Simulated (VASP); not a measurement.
## Re: a series in biaxial strain in the (0001) plane

How do stress and energy of Re follow biaxial strain in the (0001) plane?

Method: PBEsol; plane waves and PAW (Re), in the first sound run; inputs show where later runs differ, in VASP 6.6.1.

### Step 1. Starting point

Symmetry: P6_3/mmc, No. 194, hexagonal system. Conventional cell: a = 2.760 Å, b = 2.760 Å, c = 4.457 Å, α = 90.00°, β = 90.00°, γ = 120.00°. Re has 12 Re at 2.74 to 2.76 Å nearest.

As a file:

```xyz
2
Lattice="2.7600 0.0000 0.0000 -1.3800 2.3902 0.0000 0.0000 0.0000 4.4574" Properties=species:S:1:pos:R:3 pbc="T T T"
Re    0.0000    0.0000    0.0000
Re    0.0000    1.5935    2.2287
```

### Step 2. Relax the crystal, PBEsol

The series starts from the cell that this level prefers, so that zero strain is near zero stress.

This step took 2 runs in a row; the last is shown.

Level: PBEsol; plane waves and PAW (Re).

Contents of INCAR:

```
SYSTEM = Re
PREC = Accurate
ENCUT = 450
EDIFF = 1E-07
NELM = 120
ISMEAR = 1
SIGMA = 0.15
LREAL = .FALSE.
ALGO = Normal
GGA = PS
NBANDS = 13
LASPH = .TRUE.
LORBIT = 11
LWAVE = .FALSE.
LCHARG = .FALSE.
KPAR = 8
IBRION = 2
NSW = 40
ISIF = 3
EDIFFG = -0.005
POTIM = 0.4
```

Contents of POSCAR:

```
Re
1.0
    2.7507479555      0.0000000000      0.0000000000
   -1.3753739777      2.3822176088      0.0000000000
    0.0000000000      0.0000000000      4.4425567143
Re
2
Direct
    0.0000000000      0.0000000000      0.0000000000
    0.3333333333      0.6666666667      0.5000000000
```

Contents of KPOINTS:

```
Automatic mesh
0
Gamma
24 24 13
0 0 0
```

Potentials, in the order of the species: Re (PBE family, release 64).

The run is started by

```bash
$ mpirun -np 8 vasp_std
```

Output:

```text
[banner, memory and clock lines left out]
running    8 mpi-ranks, on    1 nodes
[...]
|                                                                             |
|           W    W    AA    RRRRR   N    N  II  N    N   GGGG   !!!           |
|           W    W   A  A   R    R  NN   N  II  NN   N  G    G  !!!           |
|           W    W  A    A  R    R  N N  N  II  N N  N  G       !!!           |
|           W WW W  AAAAAA  RRRRR   N  N N  II  N  N N  G  GGG   !            |
|           WW  WW  A    A  R   R   N   NN  II  N   NN  G    G                |
|           W    W  A    A  R    R  N    N  II  N    N   GGGG   !!!           |
|                                                                             |
|     For optimal performance we recommend to set                             |
|       NCORE = 2 up to number-of-cores-per-socket                            |
|     NCORE specifies how many cores store one orbital (NPAR=cpu/NCORE).      |
|     This setting can greatly improve the performance of VASP for DFT.       |
[...]
N       E                     dE             d eps       ncg     rms          rms(c)
DAV:   1    -0.267360271544E+02   -0.18887E-05   -0.52135E-04 15064   0.114E+00    0.683E-02
DAV:   2    -0.267360235658E+02    0.35886E-05   -0.49971E-06 18723   0.713E-02    0.244E-02
DAV:   3    -0.267360222577E+02    0.13081E-05   -0.17718E-06 18164   0.416E-02    0.276E-03
DAV:   4    -0.267360222105E+02    0.47123E-07   -0.66384E-09  8211   0.293E-03
   2 F= -.26736022E+02 E0= -.26736259E+02  d E =0.304598E-05
 trial-energy change:    0.000003  1 .order    0.000002   -0.000003    0.000008
 step:   0.2118(harm=  0.2817)  dis= 0.00000  next Energy=   -26.736026 (dE=-0.308E-06)
[...]
N       E                     dE             d eps       ncg     rms          rms(c)
DAV:   1    -0.267360274065E+02   -0.51489E-05   -0.32385E-04 14643   0.897E-01    0.524E-02
DAV:   2    -0.267360256826E+02    0.17240E-05   -0.30759E-06 18654   0.554E-02    0.185E-02
DAV:   3    -0.267360254275E+02    0.25512E-06   -0.10810E-06 15265   0.323E-02    0.227E-03
DAV:   4    -0.267360254719E+02   -0.44498E-07   -0.49903E-09 10151   0.240E-03
   3 F= -.26736025E+02 E0= -.26736262E+02  d E =-.215421E-06
[...]
reached required accuracy - stopping structural energy minimisation
```

Run time: 24 s. Hardware: 8 MPI ranks of Intel Xeon 6975P-C (Granite Rapids), shared host; peak memory 1.8 GiB; 2.9 min of CPU time.

Lines that name or quote the potential files are left out of all logs, and their timing lines are given in words.

Parts of OUTCAR (step 2):

```text
  Total       -0.0005689     -0.0005689      0.0037181     -0.0000000      0.0000000      0.0000000
  in kB       -0.0313084     -0.0313084      0.2046111     -0.0000000      0.0000000      0.0000000
  external PRESSURE =       0.0473315 kB  Pullay stress =       0.0000000 kB

 POSITION                                       TOTAL-FORCE (eV/Angst)
 -----------------------------------------------------------------------------------
      0.00000      0.00000      0.00000        -0.000000      0.000000      0.000000
     -0.00000      1.58817      2.22138         0.000000     -0.000000     -0.000000
 -----------------------------------------------------------------------------------
    total drift:                                0.000000     -0.000000     -0.000000

  FREE ENERGIE OF THE ION-ELECTRON SYSTEM (eV)
  ---------------------------------------------------
  free  energy   TOTEN  =       -26.7360254719 eV

  energy  without entropy=      -26.7367355164  energy(sigma->0) =      -26.73626215

 reached required accuracy - stopping structural energy minimisation

[... 3 further parts left out ...]
[key lines of the parts left out:]
E-fermi :   7.8411
```

Numbers from this step:

```
energy(sigma→0) of the program : -26.7363 eV
stress, compression positive   : xx, yy, zz 0.00, 0.00, 0.02 GPa
volume                         : 29.114 Å³
ionic steps                    : 3
```

### Step 3. Strain along the normal, PBEsol

One member in full: the plane is strained by 1 %, and the strain along the normal is moved by secant steps until the normal stress is under 0.012 GPa or five steps are spent; the atoms relax at each step.

This step took 3 runs, each at a new trial strain with the atoms of the one before; the last is shown.

Level: PBEsol; plane waves and PAW (Re).

INCAR, as its differences from that of step 2:

```diff
@@ -15,7 +15,7 @@
 LCHARG = .FALSE.
-KPAR = 8
-IBRION = 2
-NSW = 40
-ISIF = 3
-EDIFFG = -0.005
-POTIM = 0.4
+KPAR = 2
+IBRION = 1
+NSW = 25
+ISIF = 2
+EDIFFG = -0.004
+POTIM = 0.3
```

Contents of POSCAR:

```
Re
1.0
    2.7783017470      0.0000000000      0.0000000000
   -1.3891508730      2.4060798920      0.0000000000
    0.0000000000      0.0000000000      4.4115639730
Re
2
Direct
    0.0000000000      0.0000000000      0.0000000000
    0.3333333333      0.6666666667      0.5000000000
```

KPOINTS is that of step 2.

The run is started by

```bash
$ mpirun -np 2 vasp_std
```

Output:

```text
[banner, memory and clock lines left out]
running    2 mpi-ranks, on    1 nodes
[...]
[... a notice as in an earlier step ...]

 LDA part: xc-table for (Slater+PW92), standard interpolation
 POSCAR, INCAR and KPOINTS ok, starting setup
[...]
entering main loop
       N       E                     dE             d eps       ncg     rms          rms(c)
DAV:   1     0.185172819999E+02    0.18517E+02   -0.64962E+03 22144   0.122E+03
DAV:   2    -0.268559629508E+02   -0.45373E+02   -0.40148E+02 18513   0.276E+02
DAV:   3    -0.282344019251E+02   -0.13784E+01   -0.12854E+01 19286   0.557E+01
DAV:   4    -0.282535848558E+02   -0.19183E-01   -0.18833E-01 17912   0.436E+00
[...]
DAV:  11    -0.267223033525E+02   -0.86696E-06   -0.86346E-07 16523   0.209E-02    0.263E-03
DAV:  12    -0.267223030522E+02    0.30027E-06   -0.20330E-07 12414   0.656E-03    0.114E-03
DAV:  13    -0.267223030491E+02    0.31355E-08   -0.18850E-08  9726   0.430E-03
   1 F= -.26722303E+02 E0= -.26722467E+02  d E =-.267223E+02
 BRION: g(F)=  0.411E-50 g(S)=  0.000E+00
 reached required accuracy - stopping structural energy minimisation
```

Wall time 29 s (2 MPI ranks); peak memory 0.44 GiB.

From OUTCAR (step 3):

```text
  Total       -1.3447255     -1.3447255     -0.0000258     -0.0000000      0.0000000      0.0000000
  in kB      -73.0570601    -73.0570601     -0.0014042     -0.0000000      0.0000000      0.0000000
  external PRESSURE =     -48.7051748 kB  Pullay stress =       0.0000000 kB

 POSITION                                       TOTAL-FORCE (eV/Angst)
 -----------------------------------------------------------------------------------
      0.00000      0.00000      0.00000        -0.000000      0.000000      0.000000
      0.00000      1.60405      2.20578         0.000000     -0.000000      0.000000
 -----------------------------------------------------------------------------------
    total drift:                                0.000000     -0.000000     -0.000000

  FREE ENERGIE OF THE ION-ELECTRON SYSTEM (eV)
  ---------------------------------------------------
  free  energy   TOTEN  =       -26.7223030491 eV

  energy  without entropy=      -26.7227961072  energy(sigma->0) =      -26.72246740

[... 2 parts as in an earlier step ...]

[... 2 further parts left out ...]
[key lines of the parts left out:]
E-fermi :   7.6588
```

Numbers from this step:

```
energy(sigma→0) of the program : -26.7225 eV
stress, compression positive   : xx, yy, zz -7.31, -7.31, 0.00 GPa
ionic steps                    : 1
```

### Step 4. The whole series

The other members went through these steps as far as the tables show, with the same cutoff and, step by step, the same mesh; 27 runs are not shown. The session took 0.61 core hours (wall time by ranks) on a shared machine.

```tsv
in-plane strain (%)	strain along the normal (%)	in-plane stress, tension positive (GPa)	energy above the unstrained row, extrapolated to no smearing (meV/atom)
-2.000	1.317	-18.127	31.625
-1.500	0.984	?	?
-1.000	0.663	-8.506	7.584
-0.500	0.335	-4.104	1.875
0	0.003	0.011	0.000
0.500	-0.338	3.838	1.775
1.000	-0.702	7.306	6.898
1.500	-1.074	10.515	15.043
2.000	-1.440	13.545	26.049
```

### Step 5. Stress from the known rows

Fitting a parabola to the 8 known rows (e: strain in %) gives stress = − 0.5755 e² + 7.910 e − 0.006188 in GPa; the residuals are 0.026 GPa r.m.s.

At e = -1.5 this predicts -13.166 GPa.

### Step 6. The withheld row

The calculation gives -13.220 GPa, so the prediction is 0.054 GPa too high, more than twice the residual of the fit.

Slopes at zero strain, from cubics through all rows: strain ratio -0.679, stress over strain 791 GPa. For (0001) the ratio is −2C₁₃/C₃₃.

### Step 7. What came out

| Quantity | Value |
| --- | --- |
| error of the predicted stress | 0.054 GPa |
| ratio of normal to in-plane strain | -0.679 |
| biaxial modulus | 791 GPa |

What this shows: As a check, the curvature of the energy gives 795 GPa for the same modulus (energy per volume = M × strain²), 0 % from the slope of the stress. These are static values: temperature and zero-point motion are left out. In a metal the slopes also depend on mesh and smearing, which were held through the series.

[Lines on the potential files, build, host, timing and source positions are cut from VASP's logs without a mark.]

[Logs are printed without paths, hosts, clocks, repeated set-up lines and the standing remarks that a program may print on its own settings, such as how far it seeks lower states.]

[Hosts, paths, dates, database ids (printed as entryN), source tags and the programs' standing remarks are cut or masked in the printed files.]

[In band tables of VASP the shares of atoms and orbitals are scaled to a sum of 1 inside the atoms' spheres.]
